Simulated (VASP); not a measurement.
# Mg6FeC (Amm2) in VASP: reference runs

How does Mg6FeC come out in PBE? The cell is run as given and disturbed.

Everything below comes from runs of VASP 6.6.1. Logs are shortened: lines on timing, memory, paths and dates and some standing lists are left out, and cuts for length are marked.

## 1. The structure

The structure is orthorhombic, space group Amm2 (No. 38). Conventional cell: a = 3.170 Å, b = 9.381 Å, c = 10.087 Å, α = 90.00°, β = 90.00°, γ = 90.00°. Fe (site symmetry mm2) is surrounded by 2 C at 1.79 Å. Mg (site symmetry mm2) is surrounded by 6 Mg at 3.02 to 3.17 Å and 2 Fe at 3.07 Å and 1 C at 3.46 Å. Mg (site symmetry m) has 1 C at 2.49 Å and 2 Fe at 2.71 Å as nearest neighbours. Around Mg (site symmetry mm2) lie 10 Mg at 3.00 to 3.18 Å. Around Mg (site symmetry m) lie 2 C at 2.61 Å and 1 Fe at 2.68 Å. C (site symmetry mm2) is surrounded by 2 Fe at 1.79 Å.

The cell comes from a database or a generator and needn't be the stable form of this composition.

## 2. Single point, PBE, collinear spin, ferromagnetic start

INCAR reads:

```
PREC = Accurate
ENCUT = 520
EDIFF = 1E-7
ISMEAR = -1
SIGMA = 0.05
LREAL = False
LASPH = True
NELM = 150
ALGO = Normal
ISIF = 2
LWAVE = False
LCHARG = True
ISPIN = 2
MAGMOM = 3 0 0 0 0 0 0 0
LORBIT = 11
LMAXMIX = 4
GGA = PE
LELF = True
LVHAR = True
NBANDS = 26
```

KPOINTS reads:

```
Automatic mesh
0
Gamma
  8 4 4
```

POSCAR reads:

```
Mg6FeC
1.0
    3.1699710000      0.0000000000      0.0000000000
    0.0000000000      4.6902810000      5.0434350000
    0.0000000000     -4.6902810000      5.0434350000
Fe Mg C
1 6 1
Direct
    0.5000000000      0.3315630000      0.3315630000
    0.0000000000      0.5917790000      0.5917790000
    0.0000000000      0.1428660000      0.6022470000
    0.0000000000      0.6022470000      0.1428660000
    0.5000000000      0.8461550000      0.8461550000
    0.5000000000      0.2892060000      0.9475610000
    0.5000000000      0.9475610000      0.2892060000
    0.0000000000      0.2486230000      0.2486230000
```

Potentials or basis: VASP PAW PBE potentials, release 64 (Fe, Mg, C).

Run with:

```
cat potpaw_PBE.64/Fe/POTCAR potpaw_PBE.64/Mg/POTCAR potpaw_PBE.64/C/POTCAR > POTCAR
mpirun -np 1 vasp_std > vasp.out
```

OUTCAR:

```text
PREC = Accurate
   ENCUT = 520
   EDIFF = 1E-7
   ISMEAR = -1
   LREAL = False
   LASPH = True
   NELM = 150
   ISIF = 2
   ISPIN = 2
   LORBIT = 11
   GGA = PE

 ion  position               nearest neighbor table
   1  0.500  0.332  0.332-   8 1.79   8 1.79   6 2.68   7 2.68   3 2.71   3 2.71   4 2.71   4 2.71
                             2 3.07   2 3.07
   2  0.000  0.592  0.592-   5 3.02   5 3.02   1 3.07   1 3.07   4 3.09   3 3.09   6 3.48   7 3.48
                             6 3.48   7 3.48
   3  0.000  0.143  0.602-   8 2.49   1 2.71   1 2.71   5 3.00   5 3.00   7 3.06   7 3.06   6 3.09
                             6 3.09   2 3.09
   4  0.000  0.602  0.143-   8 2.49   1 2.71   1 2.71   5 3.00   5 3.00   6 3.06   6 3.06   7 3.09
                             7 3.09   2 3.09
   5  0.500  0.846  0.846-   3 3.00   4 3.00   3 3.00   4 3.00   2 3.02   2 3.02   7 3.18   6 3.18

   6  0.500  0.289  0.948-   8 2.61   8 2.61   1 2.68   4 3.06   4 3.06   3 3.09   3 3.09   5 3.18
                             7 3.20   2 3.48   2 3.48
   7  0.500  0.948  0.289-   8 2.61   8 2.61   1 2.68   3 3.06   3 3.06   4 3.09   4 3.09   5 3.18
                             6 3.20   2 3.48   2 3.48
   8  0.000  0.249  0.249-   1 1.79   1 1.79   4 2.49   3 2.49   7 2.61   6 2.61   6 2.61   7 2.61

  LATTYP: Found a base centered orthorhombic cell.
 ALAT       =     9.3805620000
 B/A-ratio  =     1.0752948491
 C/A-ratio  =     0.3379297530

  Lattice vectors:

 A1 = (   0.0000000000,   4.6902810000,  -5.0434350000)
 A2 = (   0.0000000000,   4.6902810000,   5.0434350000)
 A3 = (   3.1699710000,   0.0000000000,   0.0000000000)

Analysis of symmetry for initial positions (statically):
=====================================================================
 Subroutine PRICEL returns:
 Original cell was already a primitive cell.

 Routine SETGRP: Setting up the symmetry group for a
 base centered orthorhombic supercell.

 Subroutine GETGRP returns: Found  4 space group operations
 (whereof  4 operations were pure point group operations)
 out of a pool of  8 trial point group operations.

The static configuration has the point symmetry C_2v.

Analysis of symmetry for dynamics (positions and initial velocities):
=====================================================================
 Subroutine PRICEL returns:
 Original cell was already a primitive cell.

 Routine SETGRP: Setting up the symmetry group for a
 base centered orthorhombic supercell.

 Subroutine GETGRP returns: Found  4 space group operations
 (whereof  4 operations were pure point group operations)
 out of a pool of  8 trial point group operations.

The dynamic configuration has the point symmetry C_2v.

Analysis of structural, dynamic, and magnetic symmetry:
=====================================================================
 Subroutine PRICEL returns:
 Original cell was already a primitive cell.

 Routine SETGRP: Setting up the symmetry group for a
 base centered orthorhombic supercell.

 Subroutine GETGRP returns: Found  4 space group operations
 (whereof  4 operations were pure point group operations)
 out of a pool of  8 trial point group operations.

The overall configuration has the point symmetry C_2v.

 Subroutine INISYM returns: Found  4 space group operations
 (whereof  4 operations are pure point group operations),
 and found     1 'primitive' translations

----------------------------------------------------------------------------------------

                                     Primitive cell

  volume of cell :     149.9721

  direct lattice vectors                    reciprocal lattice vectors
     3.169971000  0.000000000  0.000000000     0.315460299  0.000000000  0.000000000
     0.000000000  4.690281000  5.043435000     0.000000000  0.106603421  0.099138781
     0.000000000 -4.690281000  5.043435000     0.000000000 -0.106603421  0.099138781

  length of vectors
     3.169971000  6.887305167  6.887305167     0.315460299  0.145577427  0.145577427

  position of ions in fractional coordinates (direct lattice)
[... 75 lines left out ...]
   total plane-waves  NPLWV =  69984
   dimension x,y,z NGX =    24 NGY =   54 NGZ =   54
   dimension x,y,z NGXF=    48 NGYF=  108 NGZF=  108
   ions per type =               1   6   1
   NGX,Y,Z   is equivalent  to a cutoff of  12.59, 13.03, 13.03 a.u.
   NGXF,Y,Z  is equivalent  to a cutoff of  25.17, 26.07, 26.07 a.u.
 SYSTEM =  unknown system
   PREC   = accura    normal or accurate (medium, high low for compatibility)
   ISTART =      0    job   : 0-new  1-cont  2-samecut
   ICHARG =      2    charge: 1-file 2-atom 10-const
   ISPIN  =      2    spin polarized calculation?
   LNONCOLLINEAR =      F non collinear calculations
   LSORBIT =      F    spin-orbit coupling
   LASPH  =      T    aspherical Exc in radial PAW
   ENCUT  =  520.0 eV  38.22 Ry    6.18 a.u.   5.89 12.81 12.81*2*pi/ulx,y,z
   NELM   =    150;   NELMIN=  2; NELMDL= -5     # of ELM steps
   EDIFF  = 0.1E-06   stopping-criterion for ELM
   LREAL  =      F    real-space projection
   EDIFFG = 0.1E-05   stopping-criterion for IOM
   NSW    =      0    number of steps for IOM
   IBRION =     -1    ionic relax: 0-MD 1-quasi-New 2-CG
   NFREE  =      0    steps in history (QN), initial steepest desc. (CG)
   ISIF   =      2    stress and relaxation
   ISYM   =      2    0-nonsym 1-usesym 2-fastsym
   POTIM  = 0.5000    time-step for ionic-motion
   TEBEG  =    0.0;   TEEND  =   0.0 temperature during run
   PSTRESS=    0.0 pullay stress
   NELECT =      24.0000    total number of electrons
   NUPDOWN=      -1.0000    fix difference up-down
   EMIN   =  10.00;   EMAX   =-10.00  energy-range for DOS
   EFERMI =   0.00;   METHOD = LEGACY
   ISMEAR =    -1;   SIGMA  =   0.05  broadening in eV -4-tet -1-fermi 0-gaus
   EFERMI_NEDOS =   21; number of points for ismear=-14 and -15
   IALGO  =     38    algorithm
   IMIX   =      4    mixing-type and parameters
     AMIX     =   0.40;   BMIX     =  1.00
     AMIX_MAG =   1.60;   BMIX_MAG =  1.00
  volume/ion in A,a.u.               =      18.75       126.51
  Fermi-wavevector in a.u.,A,eV,Ry     =   0.888809  1.679605 10.748347  0.789981
  Thomas-Fermi vector in A             =   2.010287
   LORBIT       =     11    0 simple, 1 ext, 2 COOP (PROOUT), +10 PAW based schemes
   GGA     = PE    functional components
   LHFCALC =     F    Hartree Fock is set to
   AEXX    =    0.0000 exact exchange contribution
   IVDW    =     0    specifies the selected vdW correction
   LEPSILON=     F    determine dielectric tensor
   LRPA    =     F    only Hartree local field effects (RPA)
 spin polarized calculation
  energy-cutoff  :      520.00
  volume of cell :      149.97
 maximum number of plane-waves:      4061
 NGX is ok and might be reduce to    24
   NGX = 11   NGY = 25   NGZ = 25

 number of electron      24.0000003 magnetization       0.0001302

 Free energy of the ion-electron system (eV)
  ---------------------------------------------------
  ext. energy  EPLUGINS =         0.00000000
  ---------------------------------------------------
  free energy    TOTEN  =       -25.16512245 eV

  energy without entropy =      -25.13416334  energy(sigma->0) =      -25.14964289

 E-fermi :   3.1873     XC(G=0):  -9.1118

 val. band max:        3.1858688828   @ k =   0.3750   0.2500   0.2500
 cond. band min:       3.1925502001   @ k =   0.3750   0.2500   0.0000
 fundamental gap:      0.0066813173
 Fermi energy:         3.1872908650

 spin component 1

 k-point     1 :       0.0000    0.0000    0.0000
  band No.  band energies     occupation
      1      -8.4848      1.00000
      2      -3.0874      1.00000
      3      -2.1125      1.00000
      4      -2.0742      1.00000
      5      -0.7731      1.00000
      6      -0.6895      1.00000
[... 637 lines left out ...]
     23       7.9632      0.00000
     24       8.2462      0.00000

 [... further k-points ...]

 spin component 2

 k-point     1 :       0.0000    0.0000    0.0000
  band No.  band energies     occupation
      1      -8.4848      1.00000
      2      -3.0874      1.00000
      3      -2.1125      1.00000
      4      -2.0742      1.00000
      5      -0.7731      1.00000
      6      -0.6894      1.00000
[... 637 lines left out ...]
     23       7.9632      0.00000
     24       8.2462      0.00000

 [... further k-points ...]

 [bands above 24 left out]

------------------------ aborting loop because EDIFF is reached ----------------------------------------

  FORCE on cell =-STRESS in cart. coord.  units (eV):
  Direction    XX          YY          ZZ          XY          YZ          ZX
  --------------------------------------------------------------------------------------
  -------------------------------------------------------------------------------------
  Total       -0.5003994     -0.3926280      0.2151174      0.0000000      0.0000000      0.0000000
  in kB       -5.3458503     -4.1945101      2.2981351      0.0000000      0.0000000      0.0000000
  external PRESSURE =      -2.4140751 kB  Pullay stress =       0.0000000 kB

 VOLUME and BASIS-vectors are now :
 -----------------------------------------------------------------------------
  energy-cutoff  :      520.00
  volume of cell :      149.97
      direct lattice vectors                 reciprocal lattice vectors
     3.169971000  0.000000000  0.000000000     0.315460299  0.000000000  0.000000000
     0.000000000  4.690281000  5.043435000     0.000000000  0.106603421  0.099138781
     0.000000000 -4.690281000  5.043435000     0.000000000 -0.106603421  0.099138781

 POSITION                                       TOTAL-FORCE (eV/Angst)
 -----------------------------------------------------------------------------------
      1.58499      0.00000      3.34443         0.000000      0.000000      0.245339
      0.00000      0.00000      5.96920         0.000000      0.000000     -0.312484
      0.00000     -2.15463      3.75793         0.000000      0.151504      0.040867
      0.00000      2.15463      3.75793         0.000000     -0.151504      0.040867
      1.58499      0.00000      8.53506         0.000000      0.000000      0.094174
      1.58499     -3.08787      6.23755         0.000000     -0.072543      0.061005
      1.58499      3.08787      6.23755         0.000000      0.072543      0.061005
      0.00000      0.00000      2.50783         0.000000      0.000000     -0.230775
 -----------------------------------------------------------------------------------
    total drift:                                0.000000     -0.000001     -0.000622

  FREE ENERGIE OF THE ION-ELECTRON SYSTEM (eV)
  ---------------------------------------------------
  free  energy   TOTEN  =       -25.1651224460 eV

  energy  without entropy=      -25.1341633412  energy(sigma->0) =      -25.14964289

 total charge

# of ion       s       p       d       tot
------------------------------------------
    1        0.504   0.587   6.597   7.688
    2        0.199   0.124   0.011   0.335
    3        0.200   0.152   0.021   0.373
    4        0.200   0.152   0.021   0.373
    5        0.217   0.138   0.012   0.367
    6        0.196   0.129   0.018   0.343
    7        0.196   0.129   0.018   0.343
    8        0.908   1.420   0.000   2.328
--------------------------------------------------
tot          2.620   2.831   6.698  12.148

 magnetization (x)

# of ion       s       p       d       tot
------------------------------------------
    1        0.000   0.000   0.000   0.000
    2       -0.000  -0.000  -0.000  -0.000
    3       -0.000  -0.000  -0.000  -0.000
    4       -0.000  -0.000  -0.000  -0.000
    5       -0.000  -0.000  -0.000  -0.000
    6       -0.000   0.000  -0.000  -0.000
    7       -0.000   0.000  -0.000  -0.000
    8       -0.000  -0.000   0.000  -0.000
--------------------------------------------------
tot         -0.000  -0.000   0.000   0.000
```

Wall time 6.2 min (1 thread of Intel Xeon Platinum 8488C (Sapphire Rapids), shared host); peak memory 0.43 GiB.

Results:

| Quantity | Value |
| --- | --- |
| Free energy | -25.1651 eV |
| Pressure | -0.2 GPa |
| Largest force | 0.312 eV/Å |
| Band gap on the k mesh | none (metal or under the smearing width) |
| Net moment | 0.00 μB per cell |
| Valence electrons inside the program's atomic spheres | Fe 7.69; Mg 0.34, 0.37; C 2.33 |

Forces on the atoms (eV/Å):
```
Fe   0.000  0.000  0.245
Mg   0.000  0.000 -0.312
Mg   0.000  0.152  0.041
Mg   0.000 -0.152  0.041
Mg   0.000  0.000  0.094
Mg   0.000 -0.073  0.061
Mg   0.000  0.073  0.061
C    0.000  0.000 -0.231
```

Stress tensor (GPa, compression positive):
```
-0.53  0.00  0.00
 0.00 -0.42  0.00
 0.00  0.00  0.23
```

Caveat: the starting moments collapsed, and a magnetic state may lie lower.

[end of part 1 of 2]
